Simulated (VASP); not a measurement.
# Co3ReB2 (P6/mmm) in VASP: single point with r2SCAN

Aim: the single point of Co3ReB2 with r2SCAN.

Program: VASP 6.6.1. These are calculated values, not measurements. Logs are shortened: lines on timing, memory, paths and dates and some standing lists are left out, and cuts for length are marked.

## (1) The crystal as given

The structure is hexagonal, space group P6/mmm (No. 191). The conventional cell has a = 4.811 Å, b = 4.811 Å, c = 2.915 Å, α = 90.00°, β = 90.00°, γ = 120.00°. Co (site symmetry mmm) has 4 B at 2.01 Å as nearest neighbours. Re (site symmetry 6/mmm) has 6 B at 2.78 Å and 12 Co at 2.81 Å and 2 Re at 2.91 Å as nearest neighbours. Around B (site symmetry -6m2) lie 6 Co at 2.01 Å.

The cell was built by a generator and needn't be a form met in nature.

## (2) Single point, r2SCAN

The input, POSCAR:

```
Co3ReB2
1.0
    4.8113568400      0.0000000000      0.0000000000
   -2.4056789300      4.1667605900      0.0000000000
    0.0000000000      0.0000000000      2.9148036200
Co Re B
3 1 2
Direct
    0.5000000000      0.0000000000      0.5000000000
    0.5000000000      0.5000000000      0.5000000000
    0.0000000000      0.5000000000      0.5000000000
    0.0000000000      0.0000000000      0.0000000000
    0.3333000000      0.6667000000      0.0000000000
    0.6666000000      0.3333000000      0.0000000000
```

The input, INCAR.step1:

```
PREC = Accurate
ENCUT = 520
ISMEAR = -5
SIGMA = 0.1
LREAL = F
LASPH = T
NELM = 80
LMAXMIX = 4
GGA = PE
ALGO = Normal
EDIFF = 1E-4
LWAVE = T
LCHARG = F
```

The input, INCAR.step2:

```
PREC = Accurate
ENCUT = 520
EDIFF = 1E-6
ISMEAR = -1
SIGMA = 0.1
LREAL = F
LASPH = T
NELM = 80
ALGO = Normal
ISIF = 2
LWAVE = F
LCHARG = F
LMAXMIX = 4
METAGGA = R2SCAN
LMIXTAU = T
LORBIT = 11
ISTART = 1
```

The input, KPOINTS:

```
Automatic mesh
0
Gamma
  8 8 11
```

Potentials or basis: VASP PAW PBE potentials, release 64 (Co, Re, B).

Command:

```sh
$ cat potpaw_PBE.64/Co/POTCAR potpaw_PBE.64/Re/POTCAR potpaw_PBE.64/B/POTCAR > POTCAR
$ cp INCAR.step1 INCAR
$ mpirun -np 1 vasp_std > vasp.out
$ cp INCAR.step2 INCAR
$ mpirun -np 1 vasp_std > vasp.out
```

OUTCAR:

```text
PREC = Accurate
   ENCUT = 520
   EDIFF = 1E-6
   ISMEAR = -1
   LREAL = F
   LASPH = T
   NELM = 80
   ISIF = 2
   METAGGA = R2SCAN
   LORBIT = 11
   ISTART = 1

 ion  position               nearest neighbor table
   1  0.500  0.000  0.500-   5 2.01   5 2.01   6 2.01   6 2.01   3 2.41   3 2.41   2 2.41   2 2.41
                             4 2.81   4 2.81   4 2.81   4 2.81
   2  0.500  0.500  0.500-   6 2.01   6 2.01   5 2.01   5 2.01   3 2.41   3 2.41   1 2.41   1 2.41
                             4 2.81   4 2.81   4 2.81   4 2.81
   3  0.000  0.500  0.500-   5 2.01   5 2.01   6 2.01   6 2.01   2 2.41   2 2.41   1 2.41   1 2.41
                             4 2.81   4 2.81   4 2.81   4 2.81
   4  0.000  0.000  0.000-   6 2.78   5 2.78   5 2.78   6 2.78   6 2.78   5 2.78   1 2.81   1 2.81
                             1 2.81   1 2.81   2 2.81   2 2.81   2 2.81   2 2.81   3 2.81   3 2.81
   5  0.333  0.667  0.000-   3 2.01   3 2.01   1 2.01   1 2.01   2 2.01   2 2.01   4 2.78   4 2.78
                             4 2.78
   6  0.667  0.333  0.000-   2 2.01   2 2.01   1 2.01   1 2.01   3 2.01   3 2.01   4 2.78   4 2.78
                             4 2.78

  LATTYP: Found a hexagonal cell.
 ALAT       =     4.8113568400
 C/A-ratio  =     0.6058173852

  Lattice vectors:

 A1 = (   4.8113568400,   0.0000000000,   0.0000000000)
 A2 = (  -2.4056789300,   4.1667605900,   0.0000000000)
 A3 = (   0.0000000000,   0.0000000000,   2.9148036200)

Analysis of symmetry for initial positions (statically):
=====================================================================
 Subroutine PRICEL returns:
 Original cell was already a primitive cell.

 Routine SETGRP: Setting up the symmetry group for a
 hexagonal supercell.

 Subroutine GETGRP returns: Found  4 space group operations
 (whereof  4 operations were pure point group operations)
 out of a pool of 24 trial point group operations.

The static configuration has the point symmetry C_2v.

Analysis of symmetry for dynamics (positions and initial velocities):
=====================================================================
 Subroutine PRICEL returns:
 Original cell was already a primitive cell.

 Routine SETGRP: Setting up the symmetry group for a
 hexagonal supercell.

 Subroutine GETGRP returns: Found  4 space group operations
 (whereof  4 operations were pure point group operations)
 out of a pool of 24 trial point group operations.

The dynamic configuration has the point symmetry C_2v.

 Subroutine INISYM returns: Found  4 space group operations
 (whereof  4 operations are pure point group operations),
 and found     1 'primitive' translations
[... 118 lines left out ...]
   ISMEAR =    -1;   SIGMA  =   0.10  broadening in eV -4-tet -1-fermi 0-gaus
   EFERMI_NEDOS =   21; number of points for ismear=-14 and -15
   IALGO  =     38    algorithm
   IMIX   =      4    mixing-type and parameters
     AMIX     =   0.40;   BMIX     =  1.00
     AMIX_MAG =   1.60;   BMIX_MAG =  1.00
  volume/ion in A,a.u.               =       9.74        65.72
  Fermi-wavevector in a.u.,A,eV,Ry     =   1.442790  2.726477 28.322459  2.081642
  Thomas-Fermi vector in A             =   2.561270
   LORBIT       =     11    0 simple, 1 ext, 2 COOP (PROOUT), +10 PAW based schemes
   METAGGA = R2SCAN    functional components
   LHFCALC =     F    Hartree Fock is set to
   AEXX    =    0.0000 exact exchange contribution
   IVDW    =     0    specifies the selected vdW correction
   LEPSILON=     F    determine dielectric tensor
   LRPA    =     F    only Hartree local field effects (RPA)
 non-spin polarized calculation
  energy-cutoff  :      520.00
  volume of cell :       58.44
 maximum number of plane-waves:      1589
   NGX = 17   NGY = 17   NGZ = 11

 number of electron      40.0000012 magnetization

 Free energy of the ion-electron system (eV)
  ---------------------------------------------------
  ext. energy  EPLUGINS =         0.00000000
  ---------------------------------------------------
  free energy    TOTEN  =      -106.26918284 eV

  energy without entropy =     -106.10320107  energy(sigma->0) =     -106.18619195

 E-fermi :   9.6082     XC(G=0): -14.6753

 val. band max:        9.5895925972   @ k =   0.2500   0.0000   0.2727
 cond. band min:       9.6158668344   @ k =   0.5000   0.0000   0.4545
 fundamental gap:      0.0262742372
 Fermi energy:         9.6081721701

 k-point     1 :       0.0000    0.0000    0.0000
  band No.  band energies     occupation
      1      -3.3133      2.00000
      2       2.4345      2.00000
      3       2.4349      2.00000
      4       2.7715      2.00000
      5       3.3591      2.00000
      6       4.2961      2.00000
[... 637 lines left out ...]
     23      10.5594      0.00015
     24      11.1206      0.00000

 [... further k-points ...]

------------------------ aborting loop because EDIFF is reached ----------------------------------------

  FORCE on cell =-STRESS in cart. coord.  units (eV):
  Direction    XX          YY          ZZ          XY          YZ          ZX
  --------------------------------------------------------------------------------------
  -------------------------------------------------------------------------------------
  Total       -4.7642530     -4.7615841     -4.0803326      0.0000006      0.0000000      0.0000000
  in kB     -130.6261052   -130.5529319   -111.8744038      0.0000160      0.0000000      0.0000000
  external PRESSURE =    -124.3511470 kB  Pullay stress =       0.0000000 kB

 VOLUME and BASIS-vectors are now :
 -----------------------------------------------------------------------------
  energy-cutoff  :      520.00
  volume of cell :       58.44
      direct lattice vectors                 reciprocal lattice vectors
     4.811356840  0.000000000  0.000000000     0.207841578  0.119997321  0.000000000
    -2.405678930  4.166760590  0.000000000     0.000000000  0.239994590  0.000000000
     0.000000000  0.000000000  2.914803620     0.000000000  0.000000000  0.343076286

 POSITION                                       TOTAL-FORCE (eV/Angst)
 -----------------------------------------------------------------------------------
      2.40568      0.00000      1.45740         0.000299      0.000000      0.000000
      1.20284      2.08338      1.45740        -0.001074      0.000792      0.000000
     -1.20284      2.08338      1.45740        -0.001074     -0.000792      0.000000
      0.00000      0.00000      0.00000         0.000267      0.000000      0.000000
     -0.00024      2.77798      0.00000         0.000791     -0.001092      0.000000
      2.40544      1.38878      0.00000         0.000791      0.001092      0.000000
 -----------------------------------------------------------------------------------
    total drift:                                0.000000     -0.000000     -0.000000

  FREE ENERGIE OF THE ION-ELECTRON SYSTEM (eV)
  ---------------------------------------------------
  free  energy   TOTEN  =      -106.2691828360 eV

  energy  without entropy=     -106.1032010662  energy(sigma->0) =     -106.18619195

 total charge

# of ion       s       p       d       tot
------------------------------------------
    1        0.527   0.752   7.500   8.780
    2        0.527   0.752   7.500   8.779
    3        0.527   0.752   7.500   8.779
    4        0.458   0.489   4.503   5.451
    5        0.730   1.115   0.000   1.844
    6        0.730   1.115   0.000   1.844
--------------------------------------------------
tot          3.499   4.975  27.004  35.478
```

Wall time 8.4 min (1 thread of AMD EPYC 9R45 (Zen 5), shared host); peak memory 0.3 GiB.

What came out:

* Free energy: -106.2692 eV
* Pressure: -12.4 GPa
* Band gap on the k mesh: none (metal or under the smearing width)
* Valence electrons inside the program's atomic spheres: Co 8.78; Re 5.45; B 1.84

Caveat: the PAW data sets were made with another functional, which shifts forces and pressure a little. Spin polarisation is off, so any magnetic state and its effect on volume and gap are missing.
